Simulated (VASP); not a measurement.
# Mg6NbCu (Amm2) in VASP: further runs, part 2 of 2

VASP 6.6.1.

**3. Single point, RPBE**

Input file run.py:

```python
from ase.calculators.vasp import Vasp
from ase.dft.bandgap import bandgap
from ase.io import read

atoms = read('Mg6NbCu.xyz')
calc = Vasp(
    directory='calc',
    xc='rpbe',
    pp='PBE',
    setups='recommended',
    prec='Accurate',
    encut=520,
    ediff=1e-06,
    ismear=0,
    sigma=0.02,
    lreal=False,
    lasph=True,
    nelm=80,
    algo='Normal',
    isif=2,
    lwave=False,
    lcharg=False,
    kpts=[6, 5, 5],
    gamma=True,
)
atoms.calc = calc

print('energy (eV):', atoms.get_potential_energy())
print('free energy (eV):', atoms.get_potential_energy(force_consistent=True))
print('forces (eV/A):')
print(atoms.get_forces())
print('stress (eV/A^3, Voigt):', atoms.get_stress())
print('Fermi level (eV):', calc.get_fermi_level())
gap, top, bottom = bandgap(calc)
print('band gap (eV):', gap, 'from (spin, k, band)', top, 'to', bottom)
```

Input file Mg6NbCu.xyz:

```xyz
8
Lattice="4.8366060000 0.0000000000 0.0000000000 0.0000000000 3.0262720000 5.4042555000 0.0000000000 -3.0262720000 5.4042555000" Properties=species:S:1:pos:R:3 pbc="T T T"
Nb     2.4183030000      0.0000000000      7.3277273090
Cu     0.0000000000      0.0000000000      8.8229875293
Mg     2.4183030000      0.0000000000      1.8036054221
Mg     2.4183030000     -1.5580519290      4.5245507897
Mg     2.4183030000      1.5580519290      4.5245507897
Mg     0.0000000000      0.0000000000      3.5734990983
Mg     0.0000000000     -1.4602670282      6.3285561267
Mg     0.0000000000      1.4602670282      6.3285561267
```

Potentials or basis: VASP PAW PBE potentials, release 64 (Nb_sv, Cu, Mg).

The run is started by

```bash
python run.py
```

What it wrote:

```text
energy (eV): -19.62708275
free energy (eV): -19.62789901
forces (eV/A):
[[ 0.         -0.          0.07754903]
 [ 0.         -0.         -0.0572108 ]
 [ 0.         -0.          0.01290522]
 [ 0.          0.02441984  0.08301876]
 [ 0.         -0.02441984  0.08301876]
 [ 0.         -0.         -0.05518087]
 [ 0.         -0.02504394 -0.07205005]
 [ 0.          0.02504394 -0.07205005]]
stress (eV/A^3, Voigt): [-0.01031884 -0.01098169 -0.01330157 -0.         -0.         -0.        ]
Fermi level (eV): 4.11270165
band gap (eV): 0.0 from (spin, k, band) (None, None, None) to (None, None, None)
```

OUTCAR:

```text
ENCUT = 520.000000
   EDIFF = 1.00e-06
   GGA = RP
   PREC = Accurate
   ISIF = 2
   ISMEAR = 0
   NELM = 80
   LASPH = .TRUE.
   LREAL = .FALSE.

 ion  position               nearest neighbor table
   1  0.500  0.678  0.678-   2 2.84   2 2.84   5 2.99   4 2.99   8 3.00   7 3.00   7 3.00   8 3.00
                             3 3.03   3 3.03   4 3.21   5 3.21
   2  0.000  0.816  0.816-   1 2.84   1 2.84   8 2.89   7 2.89   6 3.03   6 3.03   5 3.04   4 3.04
                             4 3.04   5 3.04
   3  0.500  0.167  0.167-   6 3.00   6 3.00   8 3.01   7 3.01   7 3.01   8 3.01   1 3.03   1 3.03
                             4 3.06   5 3.06   5 3.14   4 3.14
   4  0.500  0.161  0.676-   5 2.94   1 2.99   7 3.02   7 3.02   6 3.03   6 3.03   2 3.04   2 3.04
                             3 3.06   5 3.12   3 3.14   1 3.21
   5  0.500  0.676  0.161-   4 2.94   1 2.99   8 3.02   8 3.02   6 3.03   6 3.03   2 3.04   2 3.04
                             3 3.06   4 3.12   3 3.14   1 3.21
   6  0.000  0.331  0.331-   3 3.00   3 3.00   5 3.03   4 3.03   4 3.03   5 3.03   2 3.03   2 3.03
                             8 3.08   7 3.08   8 3.12   7 3.12
   7  0.000  0.344  0.827-   2 2.89   8 2.92   1 3.00   1 3.00   3 3.01   3 3.01   4 3.02   4 3.02
                             6 3.08   6 3.12   8 3.13
[... 216 lines left out ...]
      6       0.9476      2.00000
[... 613 lines left out ...]
     22       5.9691      0.00000
     23       6.8635      0.00000

 [... further k-points ...]

------------------------ aborting loop because EDIFF is reached ----------------------------------------

  FORCE on cell =-STRESS in cart. coord.  units (eV):
  Direction    XX          YY          ZZ          XY          YZ          ZX
  --------------------------------------------------------------------------------------
  -------------------------------------------------------------------------------------
  Total        1.6324699      1.7373342      2.1043468      0.0000000      0.0000000      0.0000000
  in kB       16.5326021     17.5946005     21.3114680      0.0000000      0.0000000      0.0000000
  external PRESSURE =      18.4795569 kB  Pullay stress =       0.0000000 kB

 VOLUME and BASIS-vectors are now :
 -----------------------------------------------------------------------------
  energy-cutoff  :      520.00
  volume of cell :      158.20
      direct lattice vectors                 reciprocal lattice vectors
     4.836606000  0.000000000  0.000000000     0.206756556  0.000000000  0.000000000
     0.000000000  3.026272000  5.404255500     0.000000000  0.165219782  0.092519682
     0.000000000 -3.026272000  5.404255500     0.000000000 -0.165219782  0.092519682

 POSITION                                       TOTAL-FORCE (eV/Angst)
 -----------------------------------------------------------------------------------
      2.41830      0.00000      7.32773         0.000000     -0.000000      0.077549
      0.00000      0.00000      8.82299         0.000000     -0.000000     -0.057211
      2.41830      0.00000      1.80361         0.000000     -0.000000      0.012905
      2.41830     -1.55805      4.52455         0.000000      0.024420      0.083019
      2.41830      1.55805      4.52455         0.000000     -0.024420      0.083019
      0.00000      0.00000      3.57350         0.000000     -0.000000     -0.055181
      0.00000     -1.46027      6.32856         0.000000     -0.025044     -0.072050
      0.00000      1.46027      6.32856         0.000000      0.025044     -0.072050
 -----------------------------------------------------------------------------------
    total drift:                                0.000000     -0.000000     -0.001751

  FREE ENERGIE OF THE ION-ELECTRON SYSTEM (eV)
  ---------------------------------------------------
  free  energy   TOTEN  =       -19.6278990060 eV

  energy  without entropy=      -19.6262664915  energy(sigma->0) =      -19.62708275
```

INCAR:

```text
ENCUT = 520.000000
SIGMA = 0.020000
EDIFF = 1.00e-06
ALGO = Normal
GGA = RP
PREC = Accurate
ISIF = 2
ISMEAR = 0
NELM = 80
LASPH = .TRUE.
LCHARG = .FALSE.
LWAVE = .FALSE.
LREAL = .FALSE.
```

Run time: 3.4 min. Hardware: 1 thread of Intel Xeon Platinum 8488C (Sapphire Rapids), shared host; peak memory 0.36 GiB.

Results:

| Quantity | Value |
| --- | --- |
| Free energy | -19.6279 eV |
| Pressure | 1.8 GPa |
| Largest force | 0.087 eV/Å |
| Band gap on the k mesh | none (metal or under the smearing width) |

Forces on the atoms (eV/Å):
```
Nb   0.000  0.000  0.078
Cu   0.000  0.000 -0.057
Mg   0.000  0.000  0.013
Mg   0.000  0.024  0.083
Mg   0.000 -0.024  0.083
Mg   0.000  0.000 -0.055
Mg   0.000 -0.025 -0.072
Mg   0.000  0.025 -0.072
```

Levels at points of the mesh, in eV from the Fermi level:
| k point | band 16 | band 17 | band 18 | band 19 | band 20 | band 21 |
| --- | --- | --- | --- | --- | --- | --- |
| (0.00, 0.00, 0.00) | -1.23 | -0.97 | -0.19 | -0.10 | -0.03 | 1.20 |
| (0.50, 0.00, 0.00) | -0.98 | -0.87 | -0.40 | -0.11 | 0.00 | 0.32 |

Caveat: the PAW data sets were made with another functional, which shifts forces and pressure a little.
